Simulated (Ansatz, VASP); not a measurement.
# C in two plane-wave programs, part 3 of 3

One calculation is typed for both programs; each brings its own data sets. How far apart do they land? Of the first pair: The structure shown is frame 50 of Ansatz's trajectory.

VASP 6.6.1 and Ansatz 0.2.0.

So far. Step 3 (VASP: single point, PBE, pair 1): The run ends at a pressure of 21.64 GPa, with forces up to 9.2 eV/Å.

## (6) VASP: single point, PBE, pair 2

Level of this step: PBE; plane waves and PAW (C) (VASP).

The same cell, functional, mesh and smearing now go to VASP, with its own data sets.

INCAR

```
SYSTEM = C
PREC = Accurate
ENCUT = 520
EDIFF = 1E-06
NELM = 120
ISMEAR = -1
SIGMA = 0.1
LREAL = .FALSE.
ALGO = Normal
GGA = PE
NBANDS = 84
LORBIT = 11
LWAVE = .FALSE.
LCHARG = .FALSE.
ISIF = 2
LASPH = .TRUE.
GGA_COMPAT = .FALSE.
EFERMI = MIDGAP
```

POSCAR

```
C
1.0
    6.1281413518      0.0000000000      0.0000000000
    0.0000000000      6.1281413518      0.0000000000
    0.0000000000      0.0000000000      6.1281413518
C
30
Direct
    0.5612904146      0.0363887899      0.0506163259
    0.9593381847      0.5885389701      0.3001685004
    0.2449403357      0.9101503506      0.3951938869
    0.4114017375      0.8714798980      0.1749564735
    0.6322654419      0.4090057419      0.1786967593
    0.2682474025      0.2008171694      0.6912237752
    0.3428695390      0.5628439036      0.7959862085
    0.4343081935      0.3410179172      0.8054647758
    0.5893960000      0.9890242414      0.6215682344
    0.9208679559      0.7811520207      0.7101097625
    0.1477888560      0.6307307188      0.3922558019
    0.1128242578      0.6145083450      0.7122959066
    0.6612301785      0.0216295598      0.8344543160
    0.5699347974      0.5209669322      0.6594404026
    0.9782083434      0.0154561788      0.3979097185
    0.3692385456      0.0409757193      0.5553238420
    0.8291988889      0.9689641050      0.1103789814
    0.9030356322      0.9855287281      0.8211065495
    0.3266525501      0.4931079142      0.3058034879
    0.8570337560      0.3905882490      0.2341690437
    0.8149554185      0.7330253566      0.1705879385
    0.3706641002      0.6811941436      0.0440198723
    0.5987585451      0.7094899987      0.2283749541
    0.8414291877      0.9348286326      0.5285824549
    0.5430863632      0.5005320250      0.3722941213
    0.7931140489      0.5703380192      0.7599774686
    0.4941100125      0.2804253201      0.0435929892
    0.9703633873      0.4370760800      0.7479990648
    0.9081365263      0.1605723405      0.2243716196
    0.0546021426      0.2137739528      0.7530766239
```

KPOINTS

```
Automatic mesh
0
Gamma
1 1 1
0 0 0
```

Potentials, in the order of the species: C (PBE family, release 64).

Run with:

```console
$ mpirun -np 4 vasp_gam
```

Numbers of over 12 decimals in the logs are rounded to 6 here.

The log of the run:

```text
[banner, memory and clock lines left out]
running    4 mpi-ranks, on    1 nodes
[...]
[... a notice as in an earlier step ...]

 LDA part: xc-table for (Slater+PW92), standard interpolation
 POSCAR, INCAR and KPOINTS ok, starting setup
[...]
entering main loop
       N       E                     dE             d eps       ncg     rms          rms(c)
DAV:   1     0.823818013501E+03    0.82382E+03   -0.72313E+04   168   0.145E+03
DAV:   2    -0.177015054408E+03   -0.10008E+04   -0.94423E+03   228   0.327E+02
DAV:   3    -0.250354847953E+03   -0.73340E+02   -0.72015E+02   200   0.879E+01
DAV:   4    -0.252443744326E+03   -0.20889E+01   -0.20747E+01   224   0.154E+01
[...]
DAV:  14    -0.239908395219E+03   -0.44414E-04   -0.46757E-05   200   0.247E-02    0.732E-03
DAV:  15    -0.239908399207E+03   -0.39873E-05   -0.47890E-06   208   0.830E-03    0.332E-03
DAV:  16    -0.239908399857E+03   -0.64993E-06   -0.12670E-06   120   0.431E-03
   1 F= -.23990840E+03 E0= -.23990004E+03  d E =-.167097E-01
```

From OUTCAR (step 6):

```text
  Total        9.6096139      7.4829124     -2.5451216      4.9089948      3.0316730      7.2706762
  in kB       66.9006284     52.0948653    -17.7187385     34.1756541     21.1060333     50.6173103
  external PRESSURE =      33.7589184 kB  Pullay stress =       0.0000000 kB

 POSITION                                       TOTAL-FORCE (eV/Angst)
 -----------------------------------------------------------------------------------
      3.43967      0.22300      0.31018         0.489435      0.054892      0.317320
      5.87896      3.60665      1.83947        -6.326498     -0.210514     -6.136528
      1.50103      5.57753      2.42180        -1.128613     -0.038659     -1.655443
      2.52113      5.34055      1.07216         0.687720      1.043549     -0.990886
      3.87461      2.50645      1.09508         1.966180     -1.108284      1.528096
      1.64386      1.23064      4.23592         3.287543     -2.083582     -0.322928
      2.10115      3.44919      4.87792         1.569208      4.434570      1.731271
      2.66150      2.08981      4.93600        -1.317347      2.194058     -0.668191
      3.61190      6.06088      3.80906         2.180122      0.532197     -0.531115
      5.64321      4.78701      4.35165         1.466340     -1.337381     -0.051636
      0.90567      3.86521      2.40380         6.949764     -0.020601      3.985296
      0.69140      3.76579      4.36505         2.583727     -0.286449     -3.628398
      4.05211      0.13255      5.11365        -1.355694     -1.539017     -2.726379
      3.49264      3.19256      4.04114        -1.313241     -1.801677      1.661592
[...]
-----------------------------------------------------------------------------------
    total drift:                                0.000304     -0.000009     -0.000224

  FREE ENERGIE OF THE ION-ELECTRON SYSTEM (eV)
  ---------------------------------------------------
  free  energy   TOTEN  =      -239.9083998566 eV

  energy  without entropy=     -239.8916901110  energy(sigma->0) =     -239.90004498

[... 2 parts as in an earlier step ...]

[... 1 further part left out ...]
[key lines of the parts left out:]
E-fermi :   6.3245
```

The run ends at a pressure of 3.38 GPa, with forces up to 8.8 eV/Å.

## (7) Side by side

Forces on 10 of the 30 atoms, those with the largest forces and the largest differences (eV/Å; atoms numbered as in POSCAR):

| atom | Ansatz x, y, z | VASP x, y, z |
| --- | --- | --- |
| C2 | -6.420, -0.175, -6.159 | -6.326, -0.211, -6.137 |
| C11 | 7.038, 0.003, 3.958 | 6.950, -0.021, 3.985 |
| C15 | 5.863, 3.741, -4.882 | 5.788, 3.736, -4.885 |
| C18 | 0.280, 4.339, 2.911 | 0.287, 4.286, 2.890 |
| C19 | -4.826, 1.184, -2.929 | -4.749, 1.232, -2.917 |
| C21 | 3.392, 3.408, 1.623 | 3.314, 3.360, 1.606 |
| C23 | -3.126, -2.947, 0.478 | -3.015, -2.954, 0.438 |
| C24 | -6.312, -3.022, 5.463 | -6.252, -2.970, 5.428 |
| C25 | -0.897, 4.294, 2.441 | -0.967, 4.218, 2.458 |
| C30 | -3.473, -1.673, 1.511 | -3.380, -1.626, 1.501 |

The forces differ by 44 meV/Å r.m.s., which is 1.7 % of the r.m.s. force of 2.602 eV/Å (both taken over all components).

## (8) Ansatz: dynamics, PBE

One frame of this run of dynamics is then solved in both programs, so the motion causes no difference.

The structure compared here is frame 27 of Ansatz's trajectory.

input.yaml

```yaml
crystal:
  lattice:
    - [6.1281413518, 0.0, 0.0]
    - [0.0, 6.1281413518, 0.0]
    - [0.0, 0.0, 6.1281413518]
  atoms:
    - { symbol: C, position: [0.6089558468, 1.0821956453, 0.0093830361] }
    - { symbol: C, position: [1.0243296131, 0.6057466048, 0.2111887955] }
    - { symbol: C, position: [0.3319869329, 0.9626868905, 0.3180554091] }
    - { symbol: C, position: [0.4404291963, 0.9302662603, 0.1234921669] }
    - { symbol: C, position: [0.8039752025, 0.4822979001, -0.0409762791] }
    - { symbol: C, position: [0.3141897023, 0.2555866658, 0.5954072497] }
    - { symbol: C, position: [0.3795908366, 0.6166165318, 0.7880591714] }
    - { symbol: C, position: [0.4609543687, 0.381386588, 0.7335612264] }
    - { symbol: C, position: [0.6440610593, 0.0407552887, 0.5514862435] }
    - { symbol: C, position: [0.9522670033, 0.8290010434, 0.7016730286] }
    - { symbol: C, position: [0.2176800909, 0.6917389779, 0.3892123064] }
    - { symbol: C, position: [0.1756731372, 0.6775271171, 0.6560716193] }
    - { symbol: C, position: [0.7082807229, 0.0772713422, 0.7663459606] }
    - { symbol: C, position: [0.6137345193, 0.5591899776, 0.6105740585] }
    - { symbol: C, position: [1.0195919522, 1.130750978, 0.3945455926] }
    - { symbol: C, position: [0.4300615522, 0.1139474144, 0.4641949598] }
    - { symbol: C, position: [0.8496021633, 1.0083893511, 0.0808941255] }
    - { symbol: C, position: [0.9218059801, 0.0220779721, 0.8233036669] }
    - { symbol: C, position: [0.4230724401, 0.567931083, 0.2882802261] }
    - { symbol: C, position: [0.9830393136, 0.3940020502, 0.0992413082] }
    - { symbol: C, position: [0.8448379662, 0.8044178516, 0.2287469002] }
    - { symbol: C, position: [0.4786077872, 0.700916351, 0.0648142562] }
    - { symbol: C, position: [0.6915957461, 0.6289259181, 0.1208547055] }
    - { symbol: C, position: [0.8718420045, 0.924807739, 0.4693905187] }
    - { symbol: C, position: [0.6005894572, 0.5138219814, 0.3819604693] }
    - { symbol: C, position: [0.8404632323, 0.5901590936, -0.2630025022] }
    - { symbol: C, position: [0.605137339, 0.2796431119, -0.109163068] }
    - { symbol: C, position: [1.0207888498, 0.4695791483, 0.6238835936] }
    - { symbol: C, position: [0.9659249847, 0.1687310726, 0.1985117101] }
    - { symbol: C, position: [1.1085793995, 0.2856490065, 0.5306605477] }
kpoints:
  mp_grid: { grid: [1, 1, 1] }
scf:
  occupations: { method: fermi_dirac, width: 0.1 }
  n_extra_bands: 21
hamiltonian:
  xc: pbe
  pseudopotentials: { kind: paw }
output:
  forces: true
basis:
  ecutwfc: 320
md:
  timestep: 1.5
  n_steps: 80
  ensemble: nvt_langevin
  temperature: 300
  seed: 0
```

Run with:

```console
$ ansatz run input.yaml --threads 8 --pin off --max-ram 40960MiB --backend cuda --events-out ev --progress --plain --runs-dir out
```

The log of the run:

```text
[...]
Crystal: 30 atoms, lattice volume = 230.137 Å³
Basis set: ecut = 320 eV, 2945 PW (Γ), exchange–correlation on 72×72×72 points (8 copies of the dense FFT grid, shifted against one another)
Bands: 81, of which v1, the nominal top of the filled ones, is band 60 counted from 1 (59 counted from 0)
Symmetry: 1 space group operations
k-points: 1
[...]
md step    34: t =    51.00 fs  T =   883.6 K  F+E_penalty+E_count = -7499.10550867 eV  E_kin = 3.426245 eV  (7 SCF iters)
md step    39: t =    58.50 fs  T =   633.1 K  F+E_penalty+E_count = -7498.35143719 eV  E_kin = 2.455093 eV  (6 SCF iters)
md step    44: t =    66.00 fs  T =   766.4 K  F+E_penalty+E_count = -7499.21570155 eV  E_kin = 2.971956 eV  (7 SCF iters)
md step    49: t =    73.50 fs  T =   720.4 K  F+E_penalty+E_count = -7499.23662126 eV  E_kin = 2.793643 eV  (7 SCF iters)
md step    53: t =    79.50 fs  T =   660.7 K  F+E_penalty+E_count = -7499.16710217 eV  E_kin = 2.562157 eV  (7 SCF iters)
[...]
```

## (9) VASP: single point, PBE, pair 3

The same cell, functional, mesh and smearing now go to VASP, with its own data sets.

INCAR is that of step 6.

POSCAR

```
C
1.0
    6.1281413518      0.0000000000      0.0000000000
    0.0000000000      6.1281413518      0.0000000000
    0.0000000000      0.0000000000      6.1281413518
C
30
Direct
    0.6139039203      0.0672746636      0.0181077742
    0.0089835800      0.6397797921      0.2529643021
    0.3538281635      0.9406427935      0.2979484146
    0.4308094165      0.9407708910      0.0820947121
    0.7945622858      0.4786532868      0.9817886055
    0.3382420347      0.2067914115      0.6214482959
    0.3969208379      0.6131496949      0.7510246151
    0.4737648552      0.3789930530      0.7226726255
    0.6708358643      0.0429516855      0.5297480612
    0.9510358305      0.7869310976      0.6661966110
    0.2165118139      0.7185100257      0.3597496979
    0.1864023583      0.6669330496      0.6230019480
    0.7235660448      0.0988524848      0.7474553436
    0.6129803124      0.5616497405      0.6088557339
    0.9923191472      0.1285000791      0.4178488799
    0.4467015108      0.0590906735      0.4735915563
    0.8589849186      0.0131530335      0.0704022599
    0.8960232287      0.9628858104      0.8404923621
    0.3747648542      0.5917800834      0.2461447792
    0.9771022984      0.4290194774      0.1572060670
    0.8373679237      0.8193188949      0.2326597769
    0.4484759476      0.7044889718      0.0051274927
    0.6686957374      0.6598997588      0.1472307749
    0.8657014738      0.9348209630      0.4606685515
    0.5599967107      0.5610968812      0.3459006375
    0.8492883407      0.5748328568      0.6954463200
    0.6339801543      0.2869999073      0.8940248009
    0.0493811469      0.4740491175      0.6209128970
    0.9810310590      0.1988911368      0.2102161040
    0.1188092125      0.2620404635      0.5814001009
```

KPOINTS is that of step 6.

Run with:

```console
$ mpirun -np 4 vasp_gam
```

The log of the run:

```text
[... set-up lines as in an earlier step ...]
 entering main loop
       N       E                     dE             d eps       ncg     rms          rms(c)
DAV:   1     0.783106549901E+03    0.78311E+03   -0.72960E+04   168   0.145E+03
DAV:   2    -0.186467436038E+03   -0.96957E+03   -0.91815E+03   204   0.322E+02
DAV:   3    -0.259974034781E+03   -0.73507E+02   -0.71810E+02   216   0.861E+01
DAV:   4    -0.261871838935E+03   -0.18978E+01   -0.18848E+01   208   0.150E+01
[...]
DAV:  14    -0.249063587628E+03   -0.10529E-04   -0.10804E-05   208   0.121E-02    0.459E-03
DAV:  15    -0.249063589119E+03   -0.14912E-05   -0.21273E-06   152   0.547E-03    0.174E-03
DAV:  16    -0.249063589335E+03   -0.21599E-06   -0.36159E-07   120   0.237E-03
   1 F= -.24906359E+03 E0= -.24902955E+03  d E =-.680813E-01
```

From OUTCAR (step 9):

```text
  Total       15.2187227      2.8479510    -19.3349004     -5.6989875     -5.9262648     -8.6059248
  in kB      105.9503663     19.8269895   -134.6065520    -39.6754595    -41.2577288    -59.9131024
  external PRESSURE =      -2.9430654 kB  Pullay stress =       0.0000000 kB

 POSITION                                       TOTAL-FORCE (eV/Angst)
 -----------------------------------------------------------------------------------
      3.76209      0.41227      0.11097         0.847352      3.112583     -1.754640
      0.05505      3.92066      1.55020         0.859118     -0.592810     -0.534307
      2.16831      5.76439      1.82587        -1.968874     -0.217103     -1.316395
      2.64006      5.76518      0.50309        -0.487582     -1.523822      0.590228
      4.86919      2.93326      6.01654        -0.656011     -0.292627      0.657110
      2.07279      1.26725      3.80832        -0.783492      0.707869     -2.268168
      2.43239      3.75747      4.60239         1.760588      1.295153      2.512147
      2.90330      2.32252      4.42864         0.900685      0.187785      1.878467
      4.11098      0.26321      3.24637        -2.422646      0.447757      1.137675
      5.82808      4.82243      4.08255         1.283729      4.393133      1.760353
      1.32681      4.40313      2.20460         0.059875     -0.022087      1.364726
      1.14230      4.08706      3.81784         0.983141      1.059365     -1.564743
      4.43411      0.60578      4.58051         2.165807      0.217078      2.436268
      3.75643      3.44187      3.73115        -1.922110     -0.914517     -2.409577
[...]
-----------------------------------------------------------------------------------
    total drift:                               -0.000118      0.000113     -0.000145

  FREE ENERGIE OF THE ION-ELECTRON SYSTEM (eV)
  ---------------------------------------------------
  free  energy   TOTEN  =      -249.0635893353 eV

  energy  without entropy=     -248.9955080019  energy(sigma->0) =     -249.02954867

[... 2 parts as in an earlier step ...]

[... 1 further part left out ...]
[key lines of the parts left out:]
E-fermi :   6.2017
```

The run ends at a pressure of -0.29 GPa, with forces up to 4.9 eV/Å.

## (10) Side by side

Forces on 8 of the 30 atoms, those with the largest forces and the largest differences (eV/Å; atoms numbered as in POSCAR):

| atom | Ansatz x, y, z | VASP x, y, z |
| --- | --- | --- |
| C1 | 0.962, 3.141, -1.753 | 0.847, 3.113, -1.755 |
| C10 | 1.306, 4.438, 1.700 | 1.284, 4.393, 1.760 |
| C17 | -0.040, 0.367, 3.789 | 0.024, 0.354, 3.708 |
| C18 | -1.903, 0.578, -2.805 | -1.898, 0.599, -2.768 |
| C23 | 0.777, -3.433, -2.653 | 0.818, -3.430, -2.607 |
| C24 | -0.685, -3.861, -0.650 | -0.715, -3.760, -0.641 |
| C25 | 3.850, -1.006, 1.505 | 3.723, -0.990, 1.425 |
| C29 | -0.902, 0.774, -2.127 | -0.878, 0.821, -1.998 |

The forces differ by 48 meV/Å r.m.s., which is 3.0 % of the r.m.s. force of 1.637 eV/Å (both taken over all components).

## (11) Results

* r.m.s. force difference (single point, PBE, pair 1): 1.8 % of the r.m.s. force
* r.m.s. force difference (single point, PBE, pair 2): 1.7 % of the r.m.s. force
* r.m.s. force difference (single point, PBE, pair 3): 3.0 % of the r.m.s. force

The r.m.s. force difference is 3.0 % of the r.m.s. force (single point, PBE, pair 3), at about the 3 % picked in this series as the mark of a large difference. 15 further runs of this series are not shown here. How closely two codes agree says nothing of how well the functional describes the real material.

[Lines on the potential files, build, host, timing and source positions are cut from VASP's logs without a mark.]

[Logs are printed without paths, hosts, clocks, repeated set-up lines and the standing remarks that a program may print on its own settings, such as how far it seeks lower states.]

[Hosts, paths, dates, database ids (printed as entryN), source tags and the programs' standing remarks are cut or masked in the printed files.]
